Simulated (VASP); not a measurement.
Crystal: HfMo2.

```
Hf Mo
1.0
     0.00000    3.77750    3.77750
     3.77750    0.00000    3.77750
     3.77750    3.77750    0.00000
Hf Mo
2 4
Direct
  0.00000 0.00000 0.00000
  0.25000 0.25000 0.25000
  0.62500 0.62500 0.62500
  0.12500 0.62500 0.62500
  0.62500 0.62500 0.12500
  0.62500 0.12500 0.62500
```

| Item | Value |
| --- | --- |
| Program | VASP 6.6.1 |
| Task | relaxation of cell and atoms |
| Functional | LDA |
| Potentials or basis | VASP PAW LDA potentials, release 64 (Hf_pv, Mo_sv) |
| Cutoff | 600 eV |
| k mesh | 5 × 5 × 5 |
| Occupations | fermi-dirac, width 0.05 eV |
| Spin | no spin polarisation |

At the start: pressure -8.8 GPa; volume 17.97 Å³/atom.

Task: Where does the relaxation end?

Result: Over 4 steps the energy falls by 21.7 meV/atom and the volume is 17.21 Å³/atom (-4.2 %); space group Fd-3m (No. 227, to 0.05 Å).

The path:
| step | energy change (eV) | largest force (eV/Å) | pressure (GPa) | volume (Å³) |
| --- | --- | --- | --- | --- |
| 1 | 0.0000 | 0.0000 | -8.80 | 107.81 |
| 2 | 0.6809 | 0.0000 | 27.97 | 93.12 |
| 3 | -0.1299 | 0.0000 | -0.36 | 103.41 |
| 4 | -0.1301 | 0.0000 | -0.06 | 103.26 |

Final structure:
```yaml
crystal:
  lattice:
    - [0.00000, 3.72362, 3.72362]
    - [3.72362, 0.00000, 3.72362]
    - [3.72362, 3.72362, 0.00000]
  atoms:
    - { symbol: Hf, position: [0.00000, 0.00000, 0.00000] }
    - { symbol: Hf, position: [0.25000, 0.25000, 0.25000] }
    - { symbol: Mo, position: [0.62500, 0.62500, 0.62500] }
    - { symbol: Mo, position: [0.12500, 0.62500, 0.62500] }
    - { symbol: Mo, position: [0.62500, 0.62500, 0.12500] }
    - { symbol: Mo, position: [0.62500, 0.12500, 0.62500] }
```
